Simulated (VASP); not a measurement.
Calculation: revTPSS meta-GGA, VASP's PBE PAW potentials (set 64) (plane waves; VASP).

The input files of a VASP run:

**INCAR**
```
! general
SYSTEM =ZrC
PREC   =Accurate
ENCUT  =520   ! plane-wave cut-off (eV)
LREAL  =.False.
LASPH  =.True.   ! aspherical one-centre terms

! electronic loop
EDIFF  =1E-7
NELM   =100
ALGO   =Normal
LMAXMIX=4
LMIXTAU=.True.

! smearing
ISMEAR =1   ! Methfessel-Paxton
SIGMA  =0.1

! functional
METAGGA=RTPSS

! ions
ISIF   =2

! output
LWAVE  =.False.
LCHARG =.False.
```

POSCAR:
```
ZrC
3.3216270
  0.0000000000   0.7071067467   0.7071067467
  0.7071067467   0.0000000000   0.7071067467
  0.7071067467   0.7071067467   0.0000000000
Zr C
1 1
Cartesian
  0.0000000000   0.0000000000   0.0000000000
  0.7071067467   0.7071067467   0.7071067467
```

**KPOINTS**
```
Automatic mesh
0
gamma
 13 13 13
0 0 0
```

POTCAR, in this order: Zr_sv C (PBE.64 set). Program: vasp_std.

The resulting files:

### OSZICAR
```
       N       E                     dE             d eps       ncg     rms          rms(c)
DAV:   1     0.184730087556E+03    0.18473E+03   -0.13146E+04  2064   0.241E+03
DAV:   2     0.488668436184E+02   -0.13586E+03   -0.12356E+03  2400   0.375E+02
DAV:   3     0.390124001575E+02   -0.98544E+01   -0.92500E+01  2884   0.113E+02
DAV:   4     0.387133582699E+02   -0.29904E+00   -0.29744E+00  2612   0.188E+01
DAV:   5     0.386994886032E+02   -0.13870E-01   -0.13866E-01  3028   0.352E+00    0.408E+01
DAV:   6    -0.983363632132E+01   -0.48533E+02   -0.21075E+02  2016   0.205E+02    0.836E+00
DAV:   7    -0.100646571479E+02   -0.23102E+00   -0.58771E+00  2444   0.341E+01    0.585E+00
DAV:   8    -0.989437211549E+01    0.17029E+00   -0.78831E-01  2208   0.943E+00    0.248E+00
DAV:   9    -0.100599968706E+02   -0.16562E+00   -0.53093E-01  2968   0.467E+00    0.210E+00
DAV:  10    -0.100594801961E+02    0.51667E-03   -0.48529E-02  2372   0.253E+00    0.835E-01
DAV:  11    -0.100058796876E+02    0.53601E-01   -0.52009E-02  2184   0.261E+00    0.563E-01
DAV:  12    -0.100683283163E+02   -0.62449E-01   -0.44115E-02  2688   0.223E+00    0.562E-01
DAV:  13    -0.100669598287E+02    0.13685E-02   -0.91802E-03  3120   0.850E-01    0.487E-02
DAV:  14    -0.100670256984E+02   -0.65870E-04   -0.15125E-04  2444   0.123E-01    0.370E-02
DAV:  15    -0.100669549142E+02    0.70784E-04   -0.21938E-05  3096   0.385E-02    0.333E-02
DAV:  16    -0.100671386896E+02   -0.18378E-03   -0.16396E-04  2856   0.133E-01    0.945E-03
DAV:  17    -0.100671364133E+02    0.22763E-05   -0.50056E-06  2356   0.311E-02    0.755E-03
DAV:  18    -0.100671367136E+02   -0.30030E-06   -0.54394E-07  2524   0.618E-03    0.636E-03
DAV:  19    -0.100671364903E+02    0.22331E-06   -0.56750E-07  2392   0.761E-03    0.168E-03
DAV:  20    -0.100671370297E+02   -0.53939E-06   -0.14464E-07  1580   0.415E-03    0.746E-04
DAV:  21    -0.100671369596E+02    0.70026E-07   -0.20854E-08  1088   0.145E-03
   1 F= -.10067137E+02 E0= -.10067058E+02  d E =-.237645E-03
```

File OUTCAR:
```
------------------------ aborting loop because EDIFF is reached ----------------------------------------
  FORCE on cell =-STRESS in cart. coord.  units (eV):
  Direction    XX          YY          ZZ          XY          YZ          ZX
  --------------------------------------------------------------------------------------
  Total       -0.0068580     -0.0068580     -0.0068580      0.0000000     -0.0000000      0.0000000
  in kB       -0.4240059     -0.4240059     -0.4240059      0.0000000     -0.0000000      0.0000000
  external PRESSURE =      -0.4240059 kB  Pullay stress =       0.0000000 kB
  volume of cell :       25.91
      direct lattice vectors                 reciprocal lattice vectors
     0.000000000  2.348744862  2.348744862    -0.212879657  0.212879657  0.212879657
     2.348744862  0.000000000  2.348744862     0.212879657 -0.212879657  0.212879657
     2.348744862  2.348744862  0.000000000     0.212879657  0.212879657 -0.212879657
 POSITION                                       TOTAL-FORCE (eV/Angst)
 -----------------------------------------------------------------------------------
      0.00000      0.00000      0.00000        -0.000000     -0.000000     -0.000000
      2.34874      2.34874      2.34874         0.000000      0.000000      0.000000
 -----------------------------------------------------------------------------------
    total drift:                                0.000000      0.000000      0.000000
  FREE ENERGIE OF THE ION-ELECTRON SYSTEM (eV)
  ---------------------------------------------------
  free  energy   TOTEN  =       -10.0671369596 eV

  energy  without entropy=      -10.0668993147  energy(sigma->0) =      -10.06705774
```
(Selected blocks of OUTCAR.)

The compound is ZrC in the rock salt structure. It was relaxed first.
